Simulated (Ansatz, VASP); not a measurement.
## Cross-check of In2SeS between VASP and Ansatz

One calculation is typed for both programs; each brings its own data sets. How far apart do they land? Of the first pair: The structure shown is the start of the Ansatz relaxation below; VASP solves that cell, so the two are compared at the walk's first step.

Method: plane waves, with VASP 6.6.1 beside it; single point at PBE, in Ansatz 0.2.0.

## Step 1: Starting point

The cell holds 4 atoms: 2 In, 1 Se and 1 S. Cell: a = 4.013 Å, b = 4.013 Å, c = 33.950 Å, α = 90.0°, β = 90.0°, γ = 120.0°. Vacuum lies along c. The height across the vacuum is the one that the program set for its solve, not the one typed.

As a file:

```cif
data_structure
_symmetry_space_group_name_H-M 'P 1'
_symmetry_Int_Tables_number 1
_cell_length_a 4.0133
_cell_length_b 4.0133
_cell_length_c 33.9499
_cell_angle_alpha 90.000
_cell_angle_beta 90.000
_cell_angle_gamma 120.000
_cell_volume 473.55
loop_
_atom_site_label
_atom_site_type_symbol
_atom_site_fract_x
_atom_site_fract_y
_atom_site_fract_z
_atom_site_occupancy
In1 In 0.66667 0.33333 0.34707 1
In2 In 0.66667 0.33333 0.26863 1
Se3 Se 0.00000 0.00000 0.23031 1
S4 S 0.00000 0.00000 0.37980 1
```

## Step 2: Ansatz: relaxation, PBE

Ansatz runs on its default PAW (the set named soft_2) files.

The two programs are compared at the cell with which this relaxation starts, whose forces are those of its first step.

Contents of input.yaml:

```yaml
crystal:
  lattice:
    - [4.01329065, 0.0, 0.0]
    - [-2.00664532, 3.47561166, 0.0]
    - [0.0, 0.0, 20.71316188]
  atoms:
    - { symbol: In, position: [0.66666667, 0.33333333, 0.56885741] }
    - { symbol: In, position: [0.66666667, 0.33333333, 0.44030186] }
    - { symbol: Se, position: [0.0, 0.0, 0.37749481] }
    - { symbol: S, position: [0.0, 0.0, 0.62250519] }
  periodic: [true, true, false]
kpoints:
  mp_grid: { grid: [8, 8, 1] }
scf:
  occupations: { method: fermi_dirac, width: 0.05 }
hamiltonian:
  xc: pbe
  pseudopotentials: { kind: paw }
output:
  forces: true
  stress: true
relax:
  f_tol: 0.02
  max_steps: 50
  cell: {}
```

Started as:

```sh
ansatz run input.yaml --threads 4 --pin off --max-ram 8192MiB --backend cpu --events-out ev --progress --plain --runs-dir out
```

Numbers of over 12 decimals in the logs are rounded to 6 here.

The log of the run:

```text
Warning: crystal.periodic: the lattice vector that does not repeat stood 0.000° off the slab's normal, 20.713 Å along it as the deck builds it. The run solves the slab on a vector along the normal, 33.950 Å long, with every atom where it was (on the deck's vector they left 15.64 Å outside them, and the widest stretch free of ions among them is 2.66 Å). A fractional position that the run reports is one of the run's ce [...]
crystal.periodic: the lattice vector that does not repeat stood 0.000° off the slab's normal, 20.713 Å along it as the deck builds it. The run solves the slab on a vector along the normal, 33.950 Å long, with every atom where it was (on the deck's vector they left 15.64 Å outside them, and the widest stretch free of ions among them is 2.66 Å). A fractional position that the run reports is one of the run's cell, which [...]
Engine: ansatz 0.2.0, x86_64-unknown-linux-gnu
Pseudopotentials: kind: paw
Pseudopotential: In, paw, valence charge 13, recommended cutoff 420 eV (normal), In.paw.azcp
Pseudopotential: Se, paw, valence charge 16, recommended cutoff 420 eV (normal), Se.paw.azcp
Pseudopotential: S, paw, valence charge 6, recommended cutoff 420 eV (normal), S.paw.azcp
Functional definition: PBE
  parameter kappa = 0.804
  parameter beta = 0.066725
  exchange = pbe_x(kappa = kappa, mu = beta*pi^2/3)
  correlation = pbe_c(beta = beta)
Crystal: 4 atoms, lattice volume = 473.555 Å³
Basis set: ecut = 420 eV, 9317 PW (Γ), exchange–correlation on 54×54×480 points (8 copies of the dense FFT grid, shifted against one another)
Bands: 29, of which v1, the nominal top of the filled ones, is band 24 counted from 1 (23 counted from 0)
Symmetry: 6 space group operations
Space group: P3m1 (ITA 156), of the structure as read, at distance tolerance 7.8e-5 Å
k-points: 10 of 64 (time reversal used)
Non-local potential: In, projectors of the file, l = 0: 2, l = 1: 2, l = 2: 2, l = 3: 2
Non-local potential: Se, projectors of the file, l = 0: 2, l = 1: 2, l = 2: 3, l = 3: 1
Non-local potential: S, projectors of the file, l = 0: 2, l = 1: 2, l = 2: 2
PAW form: soft (Blöchl's): semilocal exchange-correlation on the pseudo side does not see the compensation charge
PAW one-centre angular grid: In, 590 points (default); XC on 64 Gauss nodes
PAW one-centre angular grid: Se, 590 points (default); XC on 64 Gauss nodes
PAW one-centre angular grid: S, 110 points (default); XC on 64 Gauss nodes
Initial density: superposition of atomic densities (neutral atoms: chi_scale 0, normalization atom), corrected by the library's trained network
Initial wavefunctions: pseudopotential atomic-orbital guess
Functional: x = pbe(κ = 0.804, μ = 0.219515), c = pbe(β = 0.066725)
[...]
SCF iter   4: F=—  HF=-17568.917312 eV  |F-HF|=—  |Δ(HF+E_count)|=   1.42e-5  Δρ=7.45e-5  dr2=2.46e-4  ethr=8.98e-7  ⟨swp⟩=2.1  Hψ=337  notcnv=0
SCF iter   5: F=—  HF=-17568.917355 eV  |F-HF|=—  |Δ(HF+E_count)|=   4.37e-5  Δρ=3.38e-5  dr2=4.80e-5  ethr=5.13e-7  ⟨swp⟩=1.7  Hψ=297  notcnv=0
SCF iter   6: F=—  HF=-17568.917353 eV  |F-HF|=—  |Δ(HF+E_count)|=   2.15e-6  Δρ=1.78e-5  dr2=4.29e-6  ethr=1.00e-7  ⟨swp⟩=1.5  Hψ=295  notcnv=0
SCF iter   7: F=—  HF=-17568.917354 eV  |F-HF|=—  |Δ(HF+E_count)|=   7.15e-7  Δρ=6.92e-6  dr2=4.26e-7  ethr=8.94e-9  ⟨swp⟩=3.1  Hψ=508  notcnv=0
SCF iter   8: F=-17568.917354 eV  HF=-17568.917354 eV  |F-HF|=5.05e-8  |Δ(HF+E_count)|=   7.02e-8  Δρ=2.37e-6  dr2=6.35e-8  ethr=8.33e-10  ⟨swp⟩=5.9  Hψ=1211  notcnv=0
SCF 4 converged in 8 iterations: F = -17568.917354 eV  dr2 = 6.35e-8
relax step   4: F+E_penalty+E_count = -17568.91735380 eV  Δ(F+E_penalty+E_count) = -4.467e-3 eV  max|allowed force component| = 1.080e-1 eV/Å  Δτ_max = 0.0345 Å  P = -0.039 N/m  Ω = 471.170 Å³  energy of the carried Pulay correction = +1.075e-4 eV  fix = [c, alpha, beta]  reactions: c -0.000 N/m  (8 SCF iters, dr2 threshold 4.00e-7 eV, accepted)
[...]
relax step   5: F+E_penalty+E_count = -17568.91776331 eV  Δ(F+E_penalty+E_count) = -4.095e-4 eV  max|allowed force component| = 7.222e-2 eV/Å  Δτ_max = 0.0126 Å  P = +0.082 N/m  Ω = 471.108 Å³  energy of the carried Pulay correction = +1.103e-4 eV  fix = [c, alpha, beta]  reactions: c +0.000 N/m  (6 SCF iters, dr2 threshold 4.00e-7 eV, accepted)
[...]
relax step   6: F+E_penalty+E_count = -17568.91815619 eV  Δ(F+E_penalty+E_count) = -3.929e-4 eV  max|allowed force component| = 5.147e-3 eV/Å  Δτ_max = 0.0088 Å  P = +0.007 N/m  Ω = 471.016 Å³  energy of the carried Pulay correction = +1.145e-4 eV  fix = [c, alpha, beta]  reactions: c +0.000 N/m  (6 SCF iters, dr2 threshold 3.26e-7 eV, accepted)
[...]
relax step   7: F+E_penalty+E_count = -17568.91804916 eV  Δ(F+E_penalty+E_count) = +1.070e-4 eV  max|allowed force component| = 5.081e-3 eV/Å  Δτ_max = 0.0000 Å  P = +0.006 N/m  Ω = 471.016 Å³  fix = [c, alpha, beta]  reactions: c +0.000 N/m  stress off target by 6.37e-3 N/m on what of the cell is left free  SCF on the basis re-selected at this cell (its energy is not comparable with the rows above)  (7 SCF iters)
basis re-selected at this cell: Δ(F+E_penalty+E_count) = +1.070e-4 eV, ΔP = -0.000 N/m vs the last step (what re-selecting the basis moved, of the pressure what is left beyond the Pulay correction that the steps carried, after the strain that the cell walked since its last selection, with what the two solves' SCF thresholds leave and, on support functions, any second-order correction that the steps lacked; it is no m [...]
SCF converged after 7 iterations
Free energy (F): -17568.918049 eV
Harris-Foulkes:  -17568.918049 eV  (|F-HF|=5.09e-11)
Internal energy: -17568.918049 eV  (E = F + TS)
E sigma→0 (E₀):  -17568.918049 eV
Entropy (-TS):   -0.000000 eV (-0.000 meV/atom)
Fermi energy:    -5.320771 eV
--- Per-component energies (eV) ---
  E_band       = -1115.194500
  E_kinetic    = 708.665714
  E_local      = -97424.256392  (includes V_loc(G=0)·N_el)
  E_nonlocal   = 167.535962
  E_hartree    = 48104.384170
  E_xc         = -630.289472
  E_vxc        = -381.962761  (∫ρ·V_xc dr)
  E_paw        = -10822.230972  (= ΣΔE_a)
  E_vpaw       = -393.944592  (= ΣTr[D̂ρ^β])
  E_aug_tail   = -0.000547  (compensation charges beyond the density's cutoff)
  E_ewald      = 42327.273487
  E_smearing   = -0.000000  (= −TS)
  E_closure    = 0.000000  (closes the sum)
  Σ components = -17568.918049   (vs F -17568.918049, Δ=0.00e0)
--- Forces (eV/Å), atoms counted from 1 ---
  atom   1  In     0.00000000    -0.00000000    -0.00508170
  atom   2  In     0.00000000    -0.00000000    -0.00080857
  atom   3  Se     0.00000000     0.00000000     0.00383881
  atom   4  S      0.00000000     0.00000000     0.00205049
  max |Σ_I F_I| component: 9.67e-7 eV/Å
--- 2D stress c σ (N/m, compression-positive) ---
        0.006374      -0.000000       0.000000
       -0.000000       0.006374      -0.000000
        0.000000      -0.000000       0.000000
  P = ½ c Tr σ = 0.0064 N/m
--- Relaxed structure (6 steps of the walk, 6 accepted, 1 SCFs on fresh bases) ---
  F+E_penalty+E_count = -17568.91804916 eV   max|allowed force component| = 5.081e-3 eV/Å   (the final SCF, on the basis selected at the relaxed cell)
  cell:  # Å, volume = 471.0158 Å³
    - [4.002518, -2.8790026235118066e-9, 0]
    - [-2.001259, 3.466282, 0]
    - [0, 0, 33.949879]
  atoms:
    - { symbol: In, position: [0.666667, 0.333333, 0.349476] }
    - { symbol: In, position: [0.666667, 0.333333, 0.266224] }
    - { symbol: Se, position: [4.625929262378314e-17, 3.8850253387165716e-17, 0.227370] }
    - { symbol: S, position: [4.6259292623783126e-17, 3.516591025884531e-17, 0.382738] }
```

## Step 3: VASP: single point, PBE, start cell, pair 1

The same cell, functional, mesh and smearing now go to VASP, with its own data sets.

Lines of VASP's logs that name or quote its potential files are left out, and so is its time.

Contents of INCAR:

```
SYSTEM = In2SeS
PREC = Accurate
ENCUT = 400
EDIFF = 1E-06
NELM = 120
ISMEAR = -1
SIGMA = 0.05
LREAL = .FALSE.
ALGO = Normal
GGA = PE
NBANDS = 25
LORBIT = 11
LWAVE = .FALSE.
LCHARG = .FALSE.
ISIF = 2
LDIPOL = .TRUE.
IDIPOL = 3
DIPOL = 0.5 0.5 0.307
LVHAR = .TRUE.
LASPH = .TRUE.
GGA_COMPAT = .FALSE.
EFERMI = MIDGAP
NELMDL = -8
KPAR = 2
```

Contents of POSCAR:

```
In2SeS
1.0
    4.0132910000      0.0000000000      0.0000000000
   -2.0066450000      3.4756120000      0.0000000000
    0.0000000000      0.0000000000     33.9498790000
In Se S
2 1 1
Direct
    0.6666664526      0.3333332374      0.3470656258
    0.6666664526      0.3333332374      0.2686325922
    0.0000000000      0.0000000000      0.2303133687
    0.0000000000      0.0000000000      0.3797966703
```

Contents of KPOINTS:

```
Automatic mesh
0
Gamma
8 8 1
0 0 0
```

The projector-augmented-wave data sets are In_d, Se and S (PBE family, release 64).

Started as:

```sh
mpirun -np 2 vasp_std
```

The log of the run:

```text
[banner, memory and clock lines left out]
running    2 mpi-ranks, on    1 nodes
 distrk:  each k-point on    1 cores,    2 groups
 distr:  one band on    1 cores,    1 groups

 POSCAR found type information on POSCAR InSeS
 POSCAR found :  3 types and       4 ions
 LDA part: xc-table for (Slater+PW92), standard interpolation
 POSCAR, INCAR and KPOINTS ok, starting setup
 FFT: planning ... GRIDC
 FFT: planning ... GRID_SOFT
 FFT: planning ... GRID
 WAVECAR not read
 entering main loop
       N       E                     dE             d eps       ncg     rms          rms(c)
DAV:   1     0.277377784598E+03    0.27738E+03   -0.13423E+04   580   0.953E+02
DAV:   2     0.184774687383E+02   -0.25890E+03   -0.25531E+03   582   0.274E+02
DAV:   3    -0.143361391742E+02   -0.32814E+02   -0.32586E+02   646   0.119E+02
DAV:   4    -0.153829712558E+02   -0.10468E+01   -0.10443E+01   631   0.270E+01
DAV:   5    -0.154202754225E+02   -0.37304E-01   -0.37297E-01   767   0.440E+00
DAV:   6    -0.154215812842E+02   -0.13059E-02   -0.13058E-02   751   0.673E-01
DAV:   7    -0.154216024692E+02   -0.21185E-04   -0.21184E-04   792   0.901E-02
DAV:   8    -0.154216033662E+02   -0.89698E-06   -0.89696E-06   687   0.175E-02    0.767E+00
DAV:   9    -0.147552679281E+02    0.66634E+00   -0.14923E+00   701   0.190E+01    0.520E+00
DAV:  10    -0.147511708410E+02    0.40971E-02   -0.68979E-01   714   0.687E+00    0.142E+00
DAV:  11    -0.147438774444E+02    0.72934E-02   -0.77250E-02   733   0.332E+00    0.909E-01
DAV:  12    -0.147450483288E+02   -0.11709E-02   -0.12052E-02   678   0.698E-01    0.190E-01
DAV:  13    -0.147450231656E+02    0.25163E-04   -0.14822E-03   718   0.423E-01    0.113E-01
DAV:  14    -0.147452238252E+02   -0.20066E-03   -0.46531E-04   590   0.133E-01    0.271E-02
[...]
DAV:  19    -0.147454132736E+02   -0.68660E-04   -0.48343E-06   461   0.886E-03    0.231E-03
DAV:  20    -0.147454407523E+02   -0.27479E-04   -0.11841E-06   467   0.446E-03    0.189E-03
DAV:  21    -0.147454609966E+02   -0.20244E-04   -0.97653E-07   432   0.368E-03    0.130E-03
DAV:  22    -0.147454681432E+02   -0.71465E-05   -0.18198E-07   454   0.372E-03    0.637E-04
DAV:  23    -0.147454707018E+02   -0.25587E-05   -0.31256E-08   407   0.248E-03    0.334E-04
DAV:  24    -0.147454745882E+02   -0.38863E-05   -0.57564E-08   405   0.122E-03    0.274E-04
DAV:  25    -0.147454763123E+02   -0.17242E-05   -0.44457E-08   419   0.147E-03    0.221E-04
DAV:  26    -0.147454771570E+02   -0.84466E-06   -0.10323E-08   373   0.658E-04
   1 F= -.14745477E+02 E0= -.14745477E+02  d E =-.401965E-07
```

Parts of OUTCAR (step 3):

```text
ion  position               nearest neighbor table
   1  0.667  0.333  0.347-   4 2.57   4 2.57   4 2.57   2 2.66
   2  0.667  0.333  0.269-   3 2.66   3 2.66   3 2.66   1 2.66
   3  0.000  0.000  0.230-   2 2.66   2 2.66   2 2.66
   4  0.000  0.000  0.380-   1 2.57   1 2.57   1 2.57

  LATTYP: Found a hexagonal cell.
 ALAT       =     4.0132910000
 C/A-ratio  =     8.4593614069

 Subroutine GETGRP returns: Found  6 space group operations
 (whereof  6 operations were pure point group operations)

The static configuration has the point symmetry C_3v.

 Found     10 irreducible k-points:

   k-points           NKPTS =     10   k-points in BZ     NKDIM =     10   number of bands    NBANDS=     25

   dimension x,y,z NGX =    28 NGY =   28 NGZ =  224
   dimension x,y,z NGXF=    56 NGYF=   56 NGZF=  448

   ENCUT  =  400.0 eV  29.40 Ry    5.42 a.u.   6.54  6.54 55.36*2*pi/ulx,y,z

   NELECT =      38.0000    total number of electrons

 k-points in reciprocal lattice and weights: Automatic mesh
   0.00000000  0.00000000  0.00000000       0.016
   0.12500000  0.00000000  0.00000000       0.094
   0.25000000  0.00000000  0.00000000       0.094
   0.37500000  0.00000000  0.00000000       0.094
   0.50000000  0.00000000  0.00000000       0.047
   0.12500000  0.12500000  0.00000000       0.094
   0.25000000  0.12500000  0.00000000       0.188
   0.37500000  0.12500000  0.00000000       0.188
   0.25000000  0.25000000  0.00000000       0.094
   0.37500000  0.25000000  0.00000000       0.094

 dipolmoment           0.000000      0.000000      0.015705 electrons x Angstroem

 average (electrostatic) potential at core
       1-104.4203       2-104.3227       3 -61.1448       4 -94.5210

 E-fermi :  -2.9906

 k-point     1 :       0.0000    0.0000    0.0000
  band No.  band energies     occupation
    ...
     15      -4.8845      2.00000
     16      -4.8845      2.00000
     17      -4.1884      2.00000
     18      -4.1884      2.00000
     19      -3.8891      2.00000
     20      -2.2877      0.00000
     21      -0.9385      0.00000
     22       1.1076      0.00000
     23       1.1076      0.00000
     24       1.8283      0.00000
    ...

 k-point     2 :       0.1250    0.0000    0.0000
  band No.  band energies     occupation
    ...
     15      -5.4803      2.00000
     16      -5.0365      2.00000
     17      -4.9442      2.00000
     18      -4.3633      2.00000
     19      -3.8095      2.00000
     20      -1.6360      0.00000
     21      -0.3361      0.00000
     22       0.4728      0.00000
     23       1.2555      0.00000
     24       1.8357      0.00000
    ...

 k-point     3 :       0.2500    0.0000    0.0000
  band No.  band energies     occupation
    ...
     15      -6.2779      2.00000
     16      -5.5288      2.00000
     17      -5.3698      2.00000
     18      -4.7343      2.00000
     19      -3.9161      2.00000
     20      -1.0656      0.00000
     21      -0.8913      0.00000
     22       1.0025      0.00000
     23       1.2924      0.00000
     24       1.4441      0.00000
    ...

  Total       -0.0385699     -0.0385699      2.9460923     -0.0000000      0.0000000      0.0000000
  in kB       -0.1304935     -0.1304935      9.9675120     -0.0000000      0.0000000      0.0000000
  external PRESSURE =       3.2355084 kB  Pullay stress =       0.0000000 kB

  energy-cutoff  :      400.00
  volume of cell :      473.55
      direct lattice vectors                 reciprocal lattice vectors
     4.013291000  0.000000000  0.000000000     0.249172064  0.143859520  0.000000000
    -2.006645000  3.475612000  0.000000000     0.000000000  0.287719112  0.000000000
     0.000000000  0.000000000 33.949879000     0.000000000  0.000000000  0.029455186

 POSITION                                       TOTAL-FORCE (eV/Angst)
 -----------------------------------------------------------------------------------
      2.00665      1.15854     11.78284        -0.000000     -0.000000      0.901425
      2.00665      1.15854      9.12004         0.000000      0.000000     -0.892565
      0.00000      0.00000      7.81911        -0.000000     -0.000000     -0.122941
      0.00000      0.00000     12.89405        -0.000000     -0.000000      0.114081
 -----------------------------------------------------------------------------------
    total drift:                                0.000551      0.000279     -0.001232

  FREE ENERGIE OF THE ION-ELECTRON SYSTEM (eV)
  ---------------------------------------------------
  free  energy   TOTEN  =       -14.7454771570 eV

  energy  without entropy=      -14.7454771168  energy(sigma->0) =      -14.74547714

 vacuum level on the upper side and lower side of the slab         2.401         2.198

 total charge
# of ion       s       p       d       tot
------------------------------------------
    1        0.848   0.663   9.893  11.404
    2        0.867   0.690   9.883  11.439
    3        1.471   2.335   0.021   3.827
    4        1.348   2.340   0.000   3.688
--------------------------------------------------
tot          4.534   6.028  19.798  30.360

[... 3 further parts left out ...]
```

## Step 4: Side by side

Known differences besides the potentials themselves: Ansatz cuts the interaction across the vacuum, VASP repeats the sheet with a dipole correction; the data sets hold 48 valence electrons in Ansatz (on its default PAW (the set named soft_2) files) and 38 in VASP; the cutoff is 420 eV in Ansatz and 400 eV in VASP. Total energies have different zeros and are not compared.

Forces (eV/Å; atoms numbered as in POSCAR):

| atom | Ansatz x, y, z | VASP x, y, z |
| --- | --- | --- |
| In1 | 0.000, 0.000, 0.910 | 0.000, 0.000, 0.901 |
| In2 | 0.000, 0.000, -0.907 | 0.000, 0.000, -0.893 |
| Se3 | 0.000, 0.000, -0.109 | 0.000, 0.000, -0.123 |
| S4 | 0.000, 0.000, 0.106 | 0.000, 0.000, 0.114 |

The forces differ by 6.9 meV/Å r.m.s., which is 1.9 % of the r.m.s. force of 0.369 eV/Å (both taken over all components). With vacuum in the cell, a pressure given here is an average over mostly empty space and none of the material.

[end of part 1 of 2]

[Lines on the potential files, build, host, timing and source positions are cut from VASP's logs without a mark.]

[Logs are printed without paths, hosts, clocks, repeated set-up lines and the standing remarks that a program may print on its own settings, such as how far it seeks lower states.]

[Hosts, paths, dates, database ids (printed as entryN), source tags and the programs' standing remarks are cut or masked in the printed files.]
